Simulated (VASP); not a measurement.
VASP ran on this input.

**INCAR**
```
SYSTEM = KF
PREC = Accurate; ENCUT = 600; LREAL = .FALSE.
LASPH = .TRUE.
EDIFF = 1E-7; NELM = 100; ALGO = Normal
ISMEAR = 0; SIGMA = 0.05
GGA = PS
ISIF = 2
LWAVE = .FALSE.; LCHARG = .FALSE.
```

File POSCAR:
```
KF
1
    0.0000000000     2.6491453017     2.6491453017
    2.6557847636    -0.0066394619     2.6557847636
    2.6557847636     2.6557847636    -0.0066394619
K F
1 1
Direct
  0.0000000000   0.0000000000   0.0000000000
  0.5000000000   0.5000000000   0.5000000000
```

File KPOINTS:
```
Automatic mesh
0
G
  8 8 8
0 0 0
```

POTCAR, in this order: K_sv F (PBE.64 set). Program: vasp_std.

Task: Translate this PBEsol calculation to Ansatz.

Result: One equivalent input (not run):
Ansatz 0.2 input:
```yaml
crystal:
  lattice:
    - [0.0000000, 2.6491453, 2.6491453]
    - [2.6557848, -0.0066395, 2.6557848]
    - [2.6557848, 2.6557848, -0.0066395]
  atoms:
    - { symbol: K, position: [0.0000000, 0.0000000, 0.0000000] }
    - { symbol: F, position: [0.5000000, 0.5000000, 0.5000000] }
kpoints:
  mp_grid: { grid: [8, 8, 8] }
hamiltonian:
  xc: pbesol
  pseudopotentials: { kind: paw }
scf:
  occupations: { method: gaussian, width: 0.05 }
  max_iter: 100
output: { forces: true, stress: true, eigenvalues: true }
```
What does not carry over: each code has its own PAW files, so the cut-off isn't converted (ENCUT is set for VASP's; basis.ecutwfc is left out, and Ansatz then takes the one that its files recommend); Ansatz stops its SCF on the density residual and VASP on the energy change (EDIFF).

The compound is KF in the rock salt structure. This cell was strained or had an atom moved on purpose.
